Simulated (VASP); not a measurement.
# CsLi2 (P-6m2) in VASP: notebook, part 2 of 2

VASP 6.6.1.

## (3) Relaxation of cell and atoms, PBE

Input file INCAR:

```
  PREC = Accurate
  ENCUT = 600
  EDIFF = 1E-6
  ISMEAR = 1
  SIGMA = 0.2
  LREAL = F
  LASPH = T
  NELM = 60
  ALGO = Normal
  ISIF = 3
  LWAVE = F
  LCHARG = F
  GGA = PE
  IBRION = 2
  NSW = 60
  EDIFFG = -0.01
```

Input file KPOINTS:

```
regular mesh
0
Gamma
  8 8 3
```

Input file POSCAR:

```
CsLi2
1.0
    3.9663300000      0.0000000000      0.0000000000
   -1.9831700000      3.4349500000      0.0000000000
    0.0000000000      0.0000000000     10.0283800000
Cs Li
1 2
Direct
    0.0000000000      0.0000000000      0.0000000000
    0.3333300000      0.6666700000      0.3486300000
    0.3333300000      0.6666700000      0.6513700000
```

Potentials or basis: VASP PAW PBE potentials, release 64 (Cs_sv, Li_sv).

Launch:

```
$ cat potpaw_PBE.64/Cs_sv/POTCAR potpaw_PBE.64/Li_sv/POTCAR > POTCAR
$ mpirun -np 1 vasp_std > vasp.out
```

OUTCAR:

```text
PREC = Accurate
   ENCUT = 600
   EDIFF = 1E-6
   ISMEAR = 1
   LREAL = F
   LASPH = T
   NELM = 60
   ISIF = 3
   GGA = PE
   IBRION = 2
   NSW = 60
   EDIFFG = -0.01

 ion  position               nearest neighbor table
   1  0.000  0.000  0.000-
   2  0.333  0.667  0.349-
   3  0.333  0.667  0.651-

  LATTYP: Found a hexagonal cell.
 ALAT       =     3.9663300000
 C/A-ratio  =     2.5283776186

  Lattice vectors:

 A1 = (   3.9663300000,   0.0000000000,   0.0000000000)
 A2 = (  -1.9831700000,   3.4349500000,   0.0000000000)
 A3 = (   0.0000000000,   0.0000000000,  10.0283800000)

Analysis of symmetry for initial positions (statically):
=====================================================================
 Subroutine PRICEL returns:
[... 268 lines left out ...]
  band No.  band energies     occupation
      1     -47.0108      2.00000
      2     -47.0075      2.00000
      3     -23.2860      2.00000
      4     -10.0347      2.00000
      5      -9.3834      2.00000
      6      -9.3834      2.00000
      7      -1.7101      2.00000
      8      -0.1899      2.00000
      9       0.0181      2.00009
     10       1.7381     -0.00000
     11       3.8456     -0.00000
[... 309 lines left out ...]
 k-point    24 :      -0.1250    0.1250    0.3333
  band No.  band energies     occupation
      1     -47.0107      2.00000
      2     -47.0074      2.00000
      3     -23.2564      2.00000
      4      -9.9906      2.00000
      5      -9.6487      2.00000
      6      -9.4385      2.00000
      7      -1.3156      2.00000
      8      -0.6860      2.00000
      9       1.0316     -0.01904
     10       1.7542     -0.00000
     11       3.2958     -0.00000

 [... further k-points ...]

------------------------ aborting loop because EDIFF is reached ----------------------------------------

  FORCE on cell =-STRESS in cart. coord.  units (eV):
  Direction    XX          YY          ZZ          XY          YZ          ZX
  --------------------------------------------------------------------------------------
  -------------------------------------------------------------------------------------
  Total        0.0049218      0.0048910     -0.0140743     -0.0000267      0.0000000      0.0000000
  in kB        0.0580978      0.0577342     -0.1661365     -0.0003152      0.0000000      0.0000000
  external PRESSURE =      -0.0167681 kB  Pullay stress =       0.0000000 kB
[... 18 lines left out ...]
  FREE ENERGIE OF THE ION-ELECTRON SYSTEM (eV)
  ---------------------------------------------------
  free  energy   TOTEN  =        -3.4241389565 eV

  energy  without entropy=       -3.4287999449  energy(sigma->0) =       -3.42569262

 reached required accuracy - stopping structural energy minimisation
```

It took 85 s on 1 thread of Intel Xeon Platinum 8488C (Sapphire Rapids), shared host; peak memory 0.32 GiB.

What came out:

```
Free energy                            : -3.4241 eV
Relaxed volume                         : 45.24 Å³/atom
Relaxed cell                           : a = 3.973 Å, b = 3.973 Å, c = 9.931 Å, α = 90.00°, β = 90.00°, γ = 120.00°
Space group after relaxing (to 0.05 Å) : P-6m2 (No. 187)
Energy gained by relaxing              : 0.3 meV/atom
Ionic steps                            : 3
Pressure after relaxing                : 0.0 GPa
Largest force after relaxing           : 0.008 eV/Å
Band gap on the k mesh                 : none (metal or under the smearing width)
```

Forces in eV/Å, atoms in the order of the input:
```
Cs   0.000  0.000  0.000
Li   0.000  0.000  0.008
Li   0.000  0.000 -0.008
```

The path:
| step | energy change (eV) | largest force (eV/Å) | pressure (GPa) | volume (Å³) |
| --- | --- | --- | --- | --- |
| 1 | 0.0000 | 0.0095 | -0.04 | 136.63 |
| 2 | -0.0004 | 0.0085 | -0.03 | 136.40 |
| 3 | -0.0009 | 0.0084 | 0.00 | 135.73 |

Final structure:
```
Cs Li
1.0
     3.97253   -0.00001    0.00000
    -1.98628    3.44032    0.00000
     0.00000    0.00000    9.93134
Cs Li
1 2
Direct
  0.00000 0.00000 0.00000
  0.33333 0.66667 0.34881
  0.33333 0.66667 0.65119
```

Levels at points of the mesh, in eV from the Fermi level:
```tsv
k point	band 5	band 6	band 7	band 8	band 9	band 10	band 11
(0.00, 0.00, 0.00)	-10.03	-10.03	-2.35	-0.83	-0.62	1.10	3.20
(0.50, 0.00, 0.00)	-10.38	-10.36	-0.15	0.11	0.52	1.01	1.80
(0.50, 0.50, 0.00)	-10.38	-10.36	-0.15	0.11	0.52	1.01	1.80
```

Caveat: the cutoff is under 1.25 times the usual one of these potentials, so pressure, stress and relaxed cells hold a basis-set (Pulay) error. Spin-orbit coupling is left out, which matters for the levels of Cs.

## (4) Relaxation of cell and atoms, LDA

Input file INCAR:

```
SYSTEM = CsLi2
PREC     = Accurate       ! precision mode
ENCUT    = 600            ! plane-wave cutoff, eV
EDIFF    = 1E-7           ! SCF threshold, eV
ISMEAR   = 1              ! smearing method
SIGMA    = 0.2            ! smearing width, eV
LREAL    = .False.        ! projectors in reciprocal space
LASPH    = .True.         ! aspherical terms in the spheres
NELM     = 100            ! most SCF steps
ALGO     = Normal         ! electronic algorithm
ISIF     = 3              ! what is computed and relaxed
LWAVE    = .False.        ! write WAVECAR
LCHARG   = .False.        ! write CHGCAR
IBRION   = 2              ! ionic algorithm
NSW      = 40             ! ionic steps
EDIFFG   = -0.01          ! ionic threshold
```

Input file KPOINTS:

```
Automatic mesh
0
Gamma
  8 8 3
  0 0 0
```

POSCAR is that of step 3.

Potentials or basis: VASP PAW LDA potentials, release 64 (Cs_sv, Li_sv).

Launch:

```
$ cat potpaw_LDA.64/Cs_sv/POTCAR potpaw_LDA.64/Li_sv/POTCAR > POTCAR
$ mpirun -np 1 vasp_std > vasp.out
```

Wall time 5.8 min (1 thread of Intel Xeon Platinum 8488C (Sapphire Rapids), shared host); peak memory 0.28 GiB.

It converged, with:

```
Free energy                            : -4.0315 eV
Relaxed volume                         : 37.07 Å³/atom
Relaxed cell                           : a = 3.656 Å, b = 3.656 Å, c = 9.606 Å, α = 90.00°, β = 90.00°, γ = 120.00°
Space group after relaxing (to 0.05 Å) : P-6m2 (No. 187)
Energy gained by relaxing              : 24.7 meV/atom
Ionic steps                            : 10
Pressure after relaxing                : 0.0 GPa
Largest force after relaxing           : 0.005 eV/Å
Band gap on the k mesh                 : none (metal or under the smearing width)
```

Forces on the atoms (eV/Å):
```
Cs   0.000  0.000  0.000
Li   0.000  0.000  0.005
Li   0.000  0.000 -0.005
```

Step by step:
```csv
step,energy change (eV),largest force (eV/Å),pressure (GPa),volume (Å³)
1,0.0000,0.0190,-0.74,136.63
2,-0.0184,0.0180,-0.68,132.49
3,-0.0589,0.0058,-0.36,120.58
4,-0.0322,0.0503,0.96,98.95
5,-0.0687,0.0108,-0.03,113.30
6,-0.0688,0.0131,0.01,112.49
7,-0.0725,0.0108,0.02,111.71
8,-0.0740,0.0070,0.04,110.76
9,-0.0740,0.0069,0.04,110.80
10,-0.0741,0.0050,0.01,111.20
```

Final structure:
```xyz
3
Lattice="3.6560 0.0000 0.0000 -1.8280 3.1662 0.0000 0.0000 0.0000 9.6065" Properties=species:S:1:pos:R:3 pbc="T T T"
Cs    3.6560    0.0000    0.0000
Li    0.0000    2.1108    3.3470
Li    0.0000    2.1108    6.2595
```

Levels at points of the mesh, in eV from the Fermi level:
```
           k point  band 6  band 7  band 8  band 9  band 10  band 11
(0.00, 0.00, 0.00)   -9.39   -2.49   -0.71   -0.51     0.91     3.51
(0.50, 0.00, 0.00)  -10.04   -0.26   -0.08    0.42     1.47     2.04
(0.50, 0.50, 0.00)  -10.04   -0.26   -0.08    0.42     1.47     2.04
```

Caveat: the cutoff is under 1.25 times the usual one of these potentials, so pressure, stress and relaxed cells hold a basis-set (Pulay) error; the volume moved by over 15 % at a fixed basis, so the end points are rough. Spin-orbit coupling is left out, which matters for the levels of Cs.

## (5) For comparison

An earlier run on the cell as given: functional PBE; potentials or basis VASP PAW PBE potentials, release 64 (Cs_sv, Li_sv); cutoff 520 eV; k mesh 8 × 8 × 3; occupations fermi-dirac, width 0.05 eV; no spin polarisation.

* Largest force: 0.008 eV/Å
* Band gap on the k mesh: none (metal or under the smearing width)

## (6) The runs side by side

```csv
task,level,potentials or basis,cell,k mesh,cutoff (eV),smearing,gap on the mesh (eV),pressure (GPa),relaxed volume (Å³/atom),largest force (eV/Å)
relaxation of cell and atoms,PBEsol,"VASP PAW PBE potentials, release 64 (Cs_sv, Li_sv)",relaxed,6 × 6 × 3,600,fermi-dirac 0.05 eV,none,0.0,41.69,-
relaxation of cell and atoms,PBE,"VASP PAW PBE potentials, release 64 (Cs_sv, Li_sv)",relaxed,8 × 8 × 3,600,methfessel-paxton 0.2 eV,none,0.0,45.24,0.01
relaxation of cell and atoms,LDA,"VASP PAW LDA potentials, release 64 (Cs_sv, Li_sv)",relaxed,8 × 8 × 3,600,methfessel-paxton 0.2 eV,none,0.0,37.07,0.01
single point,PBE,"VASP PAW PBE potentials, release 64 (Cs_sv, Li_sv)",as given,8 × 8 × 3,520,fermi-dirac 0.05 eV,none,-,-,0.01
```

Alike in all rows: no spin polarisation.

Caveats: the cutoff is under 1.25 times the usual one of these potentials, so pressure, stress and relaxed cells hold a basis-set (Pulay) error; the PAW data sets were made with another functional, which shifts forces and pressure a little (some runs); the volume moved by over 15 % at a fixed basis, so the end points are rough (some runs).

Total energies depend on the potentials used, so only differences within one code and one set of settings carry meaning.
